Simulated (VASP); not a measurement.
Calculation: PBE GGA, VASP's PBE PAW potentials (set 64) (plane waves; VASP 6.6.1).

Input for VASP

File POSCAR:
```
In
1
   -1.6417123264     1.6417123264     2.5306542851
    1.6417123264    -1.6417123264     2.5306542851
    1.6417123264     1.6417123264    -2.5306542851
In
1
Direct
  0.0000000000   0.0000000000   0.0000000000
```

**INCAR**
```
! general
SYSTEM  = In
PREC    = Accurate
ENCUT   = 400
LREAL   = F
LASPH   = T

! electronic loop
EDIFF   = 1E-6
NELM    = 100
ALGO    = Normal
LMAXMIX = 4

! smearing
ISMEAR  = 1
SIGMA   = 0.1

! functional
GGA     = PE

! ions
IBRION  = 2
NSW     = 60
ISIF    = 3
EDIFFG  = -0.01

! output
LWAVE   = F
LCHARG  = F
```

### KPOINTS
```
kpoints
0
Gamma
14 14 14
```

POTCAR, in this order: In_d (PBE.64 set). Program: vasp_std.

Unless said otherwise, spin-orbit coupling is left out, though it shifts the bands of the heavy elements here.

### Question
Predict the energy per atom (σ→0), volume per atom, band gap (on the k-mesh).

### Answer

```yaml
energy per atom (σ→0): -2.561 eV/atom
band gap (on the k-mesh): none (metal, semimetal or under 0.01 eV)
volume_per_atom: 27.36 Å^3/atom
```

### OSZICAR
```
...
       N       E                     dE             d eps       ncg     rms          rms(c)
DAV:   1    -0.256272072302E+01   -0.12198E-02   -0.30529E-02  5524   0.404E+00    0.207E-01
DAV:   2    -0.256169033380E+01    0.10304E-02   -0.22923E-03  5488   0.111E+00    0.728E-02
DAV:   3    -0.256154521239E+01    0.14512E-03   -0.49461E-04  6442   0.499E-01    0.326E-02
DAV:   4    -0.256153836613E+01    0.68463E-05   -0.77498E-06  5184   0.310E-02    0.193E-02
DAV:   5    -0.256153326564E+01    0.51005E-05   -0.38859E-06  5166   0.145E-02    0.487E-03
DAV:   6    -0.256153252765E+01    0.73799E-06   -0.38484E-07  2724   0.568E-03
   2 F= -.25615325E+01 E0= -.25614572E+01  d E =-.308354E-04
```

The compound is In in the bct structure. This run relaxes it. Symmetry was kept, so distortions that lower it aren't found. The start is the result of an earlier pass.
